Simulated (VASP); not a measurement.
Output of a VASP run:

OSZICAR:
```
       N       E                     dE             d eps       ncg     rms          rms(c)
DAV:   1     0.289203969617E+02    0.28920E+02   -0.67464E+03  1536   0.105E+03
DAV:   2    -0.311118100956E+02   -0.60032E+02   -0.54780E+02  2244   0.176E+02
DAV:   3    -0.337202549585E+02   -0.26084E+01   -0.25969E+01  2032   0.373E+01
DAV:   4    -0.337496361409E+02   -0.29381E-01   -0.29365E-01  1888   0.462E+00
DAV:   5    -0.337501601221E+02   -0.52398E-03   -0.52391E-03  1992   0.581E-01    0.123E+01
RMM:   6    -0.301181418201E+02    0.36320E+01   -0.91613E+00  1536   0.181E+01    0.552E+00
RMM:   7    -0.301630291013E+02   -0.44887E-01   -0.33213E+00  1536   0.119E+01    0.266E+00
RMM:   8    -0.301318144312E+02    0.31215E-01   -0.41629E-01  1536   0.475E+00    0.783E-01
RMM:   9    -0.301158142394E+02    0.16000E-01   -0.26506E-02  1536   0.153E+00    0.254E-01
RMM:  10    -0.301152854719E+02    0.52877E-03   -0.22417E-02  1545   0.907E-01    0.140E-01
RMM:  11    -0.301153154787E+02   -0.30007E-04   -0.49127E-03  1536   0.485E-01    0.759E-02
RMM:  12    -0.301151061133E+02    0.20937E-03   -0.48593E-04  1565   0.158E-01    0.357E-02
RMM:  13    -0.301150931544E+02    0.12959E-04   -0.53252E-04  1536   0.140E-01    0.204E-02
RMM:  14    -0.301150906305E+02    0.25239E-05   -0.46400E-05  1415   0.621E-02
   1 F= -.30115091E+02 E0= -.30115091E+02  d E =-.301151E+02
       N       E                     dE             d eps       ncg     rms          rms(c)
DAV:   1    -0.301152270578E+02   -0.13390E-03   -0.61718E-02  1936   0.219E+00    0.660E-02
RMM:   2    -0.301152480061E+02   -0.20948E-04   -0.85103E-04  1536   0.254E-01    0.328E-02
RMM:   3    -0.301152272481E+02    0.20758E-04   -0.14609E-04  1536   0.104E-01    0.832E-03
RMM:   4    -0.301152290371E+02   -0.17891E-05   -0.22425E-05  1032   0.397E-02
   2 F= -.30115229E+02 E0= -.30115229E+02  d E =-.138407E-03
       N       E                     dE             d eps       ncg     rms          rms(c)
DAV:   1    -0.301153569310E+02   -0.12968E-03   -0.10125E-02  1776   0.888E-01    0.266E-02
RMM:   2    -0.301153606679E+02   -0.37369E-05   -0.13462E-04  1513   0.100E-01    0.130E-02
RMM:   3    -0.301153571529E+02    0.35150E-05   -0.21830E-05  1008   0.403E-02    0.352E-03
RMM:   4    -0.301153574183E+02   -0.26539E-06   -0.26817E-06   879   0.141E-02
   3 F= -.30115357E+02 E0= -.30115357E+02  d E =-.266788E-03
```

**OUTCAR**
```
------------------------ aborting loop because EDIFF is reached ----------------------------------------
  FORCE on cell =-STRESS in cart. coord.  units (eV):
  Direction    XX          YY          ZZ          XY          YZ          ZX
  --------------------------------------------------------------------------------------
  Total       -0.0172879     -0.0172879     -0.0900146      0.0000000      0.0000000      0.0000000
  in kB       -0.6594737     -0.6594735     -3.4337452      0.0000000      0.0000000      0.0000000
  external PRESSURE =      -1.5842308 kB  Pullay stress =       0.0000000 kB
  volume of cell :       42.00
      direct lattice vectors                 reciprocal lattice vectors
     3.091090986  0.000000000  0.000000000     0.323510374  0.186778819  0.000000000
    -1.545545493  2.676963073  0.000000000     0.000000000  0.373557637  0.000000000
     0.000000000  0.000000000  5.075765090     0.000000000  0.000000000  0.197014634
  FREE ENERGIE OF THE ION-ELECTRON SYSTEM (eV)
  ---------------------------------------------------
  free  energy   TOTEN  =       -30.1153574183 eV

  energy  without entropy=      -30.1153574183  energy(sigma->0) =      -30.11535742

 reached required accuracy - stopping structural energy minimisation
```
(Selected blocks of OUTCAR.)

POSCAR:
```
SiC
1
    3.0910909859     0.0000000000     0.0000000000
   -1.5455454930     2.6769630730     0.0000000000
    0.0000000000     0.0000000000     5.0757650900
Si C
2 2
Direct
  0.3333330000   0.6666670000   0.0000000000
  0.6666670000   0.3333330000   0.5000000000
  0.3333330000   0.6666670000   0.3750000000
  0.6666670000   0.3333330000   0.8750000000
```

Reconstruct the remaining input files.

This is not unique; one that fits is the input of the run itself, PBE GGA, plane waves, VASP's PBE PAW potentials (set 64).

INCAR:
```
# general
SYSTEM = SiC
PREC   = Normal
ENCUT  = 450
LREAL  = F
LASPH  = T

# electronic loop
EDIFF  = 1E-5
NELM   = 100
NELMIN = 4
ALGO   = Fast

# smearing
ISMEAR = 0
SIGMA  = 0.05

# functional
GGA    = PE

# ions
IBRION = 2
NSW    = 20
ISIF   = 2
EDIFFG = -0.03

# output
LWAVE  = F
LCHARG = F
```

### KPOINTS
```
Regular mesh
0
Gamma
 11 11 6
```

POTCAR, in this order: Si C (PBE.64 set). Program: vasp_std.

At this cut-off the stress carries a Pulay error, which pulls relaxed volumes low.

The compound is SiC in the wurtzite structure, the rare 2H polytype. This run relaxes the ions in a fixed cell. Symmetry was kept, so distortions that lower it aren't found.
